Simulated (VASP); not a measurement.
Output of a VASP run:

### OSZICAR
```
       N       E                     dE             d eps       ncg     rms          rms(c)
DAV:   1     0.352565578117E+03    0.35257E+03   -0.98758E+03  1936   0.128E+03
DAV:   2     0.592625922050E+01   -0.34664E+03   -0.34150E+03  2649   0.661E+02
DAV:   3    -0.134901229431E+02   -0.19416E+02   -0.18854E+02  3135   0.171E+02
DAV:   4    -0.138753962497E+02   -0.38527E+00   -0.38148E+00  2991   0.218E+01
DAV:   5    -0.138828857818E+02   -0.74895E-02   -0.74902E-02  3110   0.274E+00    0.761E+00
DAV:   6    -0.126626970753E+02    0.12202E+01   -0.28627E+00  2410   0.220E+01    0.227E+00
DAV:   7    -0.125080144474E+02    0.15468E+00   -0.69488E-01  2508   0.983E+00    0.866E-01
DAV:   8    -0.124979448032E+02    0.10070E-01   -0.28205E-02  2670   0.249E+00    0.239E-01
DAV:   9    -0.124965329350E+02    0.14119E-02   -0.76699E-03  2538   0.107E+00    0.212E-02
DAV:  10    -0.124965484369E+02   -0.15502E-04   -0.12544E-04  3199   0.166E-01    0.925E-03
DAV:  11    -0.124965427819E+02    0.56550E-05   -0.43300E-06  3046   0.307E-02    0.209E-03
DAV:  12    -0.124965451153E+02   -0.23334E-05   -0.40340E-07  3268   0.740E-03    0.113E-03
DAV:  13    -0.124965446022E+02    0.51316E-06   -0.31672E-08  2451   0.230E-03    0.884E-05
DAV:  14    -0.124965446381E+02   -0.35916E-07   -0.91243E-10  1513   0.537E-04    0.474E-05
DAV:  15    -0.124965446621E+02   -0.23957E-07   -0.36179E-10  1471   0.456E-04    0.193E-05
DAV:  16    -0.124965446563E+02    0.57589E-08   -0.14712E-10  1499   0.276E-04
   1 F= -.12496545E+02 E0= -.12496247E+02  d E =-.124965E+02
```

**OUTCAR**
```
------------------------ aborting loop because EDIFF is reached ----------------------------------------
  FORCE on cell =-STRESS in cart. coord.  units (eV):
  Direction    XX          YY          ZZ          XY          YZ          ZX
  --------------------------------------------------------------------------------------
  Total        0.0346591      0.0346591     -0.0241497      0.0000000      0.0000000      0.0000000
  in kB        1.1289352      1.1289352     -0.7866179      0.0000000      0.0000000      0.0000000
  external PRESSURE =       0.4904175 kB  Pullay stress =       0.0000000 kB
  volume of cell :       49.19
      direct lattice vectors                 reciprocal lattice vectors
     1.658509024 -2.872621807  0.000000000     0.301475598 -0.174057023  0.000000000
     1.658509024  2.872621807  0.000000000     0.301475598  0.174057023  0.000000000
     0.000000000  0.000000000  5.162177872     0.000000000  0.000000000  0.193716688
 POSITION                                       TOTAL-FORCE (eV/Angst)
 -----------------------------------------------------------------------------------
      1.65851      0.95754      1.29054        -0.000000      0.000000      0.000000
      1.65851     -0.95754      3.87163         0.000000     -0.000000      0.000000
 -----------------------------------------------------------------------------------
    total drift:                               -0.000123      0.000691     -0.000015
  FREE ENERGIE OF THE ION-ELECTRON SYSTEM (eV)
  ---------------------------------------------------
  free  energy   TOTEN  =       -12.4965446563 eV

  energy  without entropy=      -12.4956516943  energy(sigma->0) =      -12.49624700

 reached required accuracy - stopping structural energy minimisation
```
(Selected blocks of OUTCAR.)

### POSCAR
```
Sc
1
    1.6585090239    -2.8726218071    -0.0000000000
    1.6585090239     2.8726218071     0.0000000000
    0.0000000000    -0.0000000000     5.1621778717
Sc
2
Direct
  0.3333330000   0.6666670000   0.2500000000
  0.6666670000   0.3333330000   0.7500000000
```

Task: Write an INCAR and KPOINTS that could have produced this output.

Result: One answer among several that fit: the input of the run itself, PBE GGA, plane waves, VASP's PBE PAW potentials (set 64).

### KPOINTS
```
Automatic mesh
0
Gamma
11 11 7
0 0 0
```

INCAR:
```
# general
SYSTEM   =  Sc
PREC     =  Accurate
ENCUT    =  400
LREAL    =  .FALSE.
LASPH    =  .TRUE.

# electronic loop
EDIFF    =  1E-8
NELM     =  100
ALGO     =  Normal
LMAXMIX  =  4

# smearing
ISMEAR   =  1
SIGMA    =  0.1

# functional
GGA      =  PE

# ions
IBRION   =  1
NSW      =  30
ISIF     =  2
EDIFFG   =  -0.001

# output
LWAVE    =  .FALSE.
LCHARG   =  .FALSE.
```

POTCAR, in this order: Sc_sv (PBE.64 set). Program: vasp_std.

The compound is Sc in the hcp structure. It was relaxed first. The start is the result of an earlier pass.
